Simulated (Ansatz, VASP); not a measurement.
# One calculation of BiIr, two programs

```
CELL_PARAMETERS angstrom
0.00000 2.81287 2.81287
2.81287 0.00000 2.81287
2.81287 2.81287 0.00000
ATOMIC_POSITIONS crystal
Ir 0.50000 0.50000 0.50000
Bi 0.97867 0.02133 0.02133
```

Alike in both runs: task single point; functional PBE; k mesh 10 × 10 × 10; occupations gaussian, width 0.05 eV; no spin polarisation.

|  | VASP | Ansatz |
| --- | --- | --- |
| version | VASP 6.6.1 | Ansatz 0.2.0 |
| potentials or method | VASP PAW PBE potentials, release 64 (Ir, Bi_d) | scalar-relativistic, plane waves, PAW |
| plane-wave cutoff (eV) | 520 | 420 |
| valence electrons in the cell | 24 | 32 |

VASP gave:

* gap on the k mesh at the Fermi level (eV): none
* pressure (GPa): 0.9
* largest component of the traceless stress (GPa): 1.61
* rms of the force components (eV/Å): 0.188

Question: Estimate Ansatz's values.

Answer: gap on the k mesh at the Fermi level (eV): none; pressure (GPa): 0.8; largest component of the traceless stress (GPa): 1.60; rms of the force components (eV/Å): 0.183.

Atom by atom the forces differ by 0.004 eV/Å (rms over components). A gap of «none» marks a metal or a gap that the smearing closes. The two sets of potentials don't hold the same shells in valence.

Caveats: spin-orbit coupling is left out, which moves the levels of the heavy elements.
